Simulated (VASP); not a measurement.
An input for Ansatz (written as the equivalent of a VASP run, and not itself run):

Ansatz 0.2 input:
```yaml
crystal:
  lattice:
    - [2.8800000, 0.0000000, 0.0000000]
    - [0.0000000, 2.8800000, 0.0000000]
    - [0.0000000, 0.0000000, 2.8800000]
  atoms:
    - { symbol: Ga, position: [0.4945870, 0.5012000, 0.5001660] }
    - { symbol: Co, position: [0.0054130, -0.0012000, -0.0001660] }
kpoints:
  mp_grid: { grid: [15, 15, 15] }
hamiltonian:
  xc: pbe
  pseudopotentials: { kind: paw }
scf:
  occupations: { method: gaussian, width: 0.272 }
  max_iter: 100
relax:
  max_steps: 50
  f_tol: 0.005
  cell: {}
output: { forces: true, stress: true, eigenvalues: true }
```

Write the VASP files for the same calculation (PBE).

One answer among several that fit: 
**INCAR**
```
EDIFFG = -0.005
SIGMA = 0.272   ! width (eV)
EDIFF = 1E-09   ! SCF stop (eV)
NELM = 100
SYSTEM = CoGa
NSW = 50   ! most ionic steps
LASPH = .TRUE.   ! aspherical one-centre terms
ALGO = Normal
LWAVE = .FALSE.
LCHARG = .FALSE.
ENCUT = 420
LMAXMIX = 4
IBRION = 2
GGA = PE   ! PBE
ISMEAR = 0   ! Gaussian
LREAL = .FALSE.
ISIF = 3   ! ions, shape and volume
PREC = Accurate
```

### KPOINTS
```
kpoints
0
Gamma
15 15 15
```

**POSCAR**
```
CoGa
1
    2.8800000000     0.0000000000     0.0000000000
    0.0000000000     2.8800000000     0.0000000000
    0.0000000000     0.0000000000     2.8800000000
Ga Co
1 1
Direct
  0.4945870000   0.5012000000   0.5001660000
  0.0054130000  -0.0012000000  -0.0001660000
```

POTCAR, in this order: Ga_d Co (PBE.64 set). Program: vasp_std.

Limits of the translation: each code has its own PAW files, so the cut-off isn't converted (ENCUT is set for VASP's; basis.ecutwfc is left out, and Ansatz then takes the one that its files recommend); Ansatz stops its SCF on the density residual and VASP on the energy change (EDIFF).

The structure is a typed CoGa crystal. In the starting cell atoms are displaced from their ideal sites. This run relaxes it. The run is one of a series of settings (EDIFF = 1E-09, EDIFFG = -0.005, ENCUT = 420, IBRION = 2, ISIF = 3, NSW = 50, KPOINTS 15×15×15 Γ-centred mesh against the base run), some of them coarse on purpose.
